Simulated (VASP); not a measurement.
Output of a VASP run:

**OSZICAR**
```
       N       E                     dE             d eps       ncg     rms          rms(c)
DAV:   1     0.462058866748E+03    0.46206E+03   -0.20876E+04   520   0.167E+03
DAV:   2     0.294824919025E+02   -0.43258E+03   -0.42153E+03   642   0.398E+02
DAV:   3    -0.146131257859E+02   -0.44096E+02   -0.43580E+02   638   0.136E+02
DAV:   4    -0.162369837572E+02   -0.16239E+01   -0.16147E+01   678   0.285E+01
DAV:   5    -0.162943397932E+02   -0.57356E-01   -0.57221E-01   784   0.489E+00    0.170E+01
DAV:   6    -0.158609218503E+02    0.43342E+00   -0.93387E-01   694   0.881E+00    0.102E+01
DAV:   7    -0.158238950572E+02    0.37027E-01   -0.65468E-01   808   0.512E+00    0.153E+00
DAV:   8    -0.158109523941E+02    0.12943E-01   -0.14373E-01   766   0.372E+00    0.436E-01
DAV:   9    -0.158103651429E+02    0.58725E-03   -0.10451E-02   832   0.110E+00    0.412E-02
DAV:  10    -0.158103935872E+02   -0.28444E-04   -0.40128E-04   652   0.135E-01    0.208E-02
DAV:  11    -0.158103986252E+02   -0.50380E-05   -0.32630E-05   800   0.403E-02    0.172E-02
DAV:  12    -0.158103976908E+02    0.93438E-06   -0.91279E-06   614   0.186E-02
   1 F= 0.51890129E+01 E0= 0.51890129E+01  d E =0.518901E+01
```

OUTCAR:
```
------------------------ aborting loop because EDIFF is reached ----------------------------------------
  FORCE on cell =-STRESS in cart. coord.  units (eV):
  Direction    XX          YY          ZZ          XY          YZ          ZX
  --------------------------------------------------------------------------------------
  Total       20.9426756     20.9426756     20.9426756     -0.0000000     -0.0000000      0.0000000
  in kB      299.1894763    299.1894763    299.1894763     -0.0000000     -0.0000000      0.0000000
  external PRESSURE =      -0.8105237 kB  Pullay stress =     300.0000000 kB
  volume of cell :      112.15
      direct lattice vectors                 reciprocal lattice vectors
     4.822424953  0.000000000  0.000000000     0.207364554  0.000000000  0.000000000
     0.000000000  4.822424953  0.000000000     0.000000000  0.207364554  0.000000000
     0.000000000  0.000000000  4.822424953     0.000000000  0.000000000  0.207364554
 POSITION                                       TOTAL-FORCE (eV/Angst)
 -----------------------------------------------------------------------------------
      0.00000      0.00000      0.00000         0.000000      0.000000      0.000000
      2.41121      2.41121      2.41121         0.000000      0.000000      0.000000
      2.41121      0.00000      2.41121         0.000000      0.000000      0.000000
      0.00000      2.41121      2.41121         0.000000      0.000000      0.000000
      2.41121      2.41121      0.00000         0.000000      0.000000      0.000000
 -----------------------------------------------------------------------------------
    total drift:                                0.000000      0.000000      0.000000
  FREE ENERGIE OF THE ION-ELECTRON SYSTEM (eV)
  ---------------------------------------------------
  free  energy   TOTEN  =       -15.8103976908 eV

  energy  without entropy=      -15.8103976908  energy(sigma->0) =      -15.81039769
  enthalpy is  TOTEN    =         5.1890129389 eV   P V=       20.9994106296

 reached required accuracy - stopping structural energy minimisation
```
(Selected blocks of OUTCAR.)

### POSCAR
```
CsPbCl3
1
    4.8224249535    -0.0000000000     0.0000000000
    0.0000000000     4.8224249535    -0.0000000000
    0.0000000000     0.0000000000     4.8224249535
Cs Pb Cl
1 1 3
Direct
  0.0000000000   0.0000000000   0.0000000000
  0.5000000000   0.5000000000   0.5000000000
  0.5000000000   0.0000000000   0.5000000000
  0.0000000000   0.5000000000   0.5000000000
  0.5000000000   0.5000000000   0.0000000000
```

Q: Write an INCAR and KPOINTS that could have produced this output.

A: One answer among several that fit: the input of the run itself, LDA (Ceperley-Alder, Perdew-Zunger), plane waves, VASP's LDA PAW potentials (set 64).

File KPOINTS:
```
Regular mesh
0
Gamma
 5 5 5
0 0 0
```

### INCAR
```
# general
SYSTEM   =  CsPbCl3
PREC     =  Accurate
ENCUT    =  500
LREAL    =  .False.
LASPH    =  .True.

# electronic loop
EDIFF    =  1E-6
NELM     =  100
ALGO     =  Normal
LMAXMIX  =  4

# smearing
ISMEAR   =  0
SIGMA    =  0.05

# ions
IBRION   =  2
NSW      =  40
ISIF     =  3
EDIFFG   =  -0.02
PSTRESS  =  300

# output
LWAVE    =  .False.
LCHARG   =  .False.
```

POTCAR, in this order: Cs_sv Pb_d Cl (LDA.64 set). Program: vasp_std.

The compound is CsPbCl3 in the cubic perovskite structure, the ideal cubic form; the compound distorts at low or room temperature. It was relaxed first under an external pressure of 30 GPa.
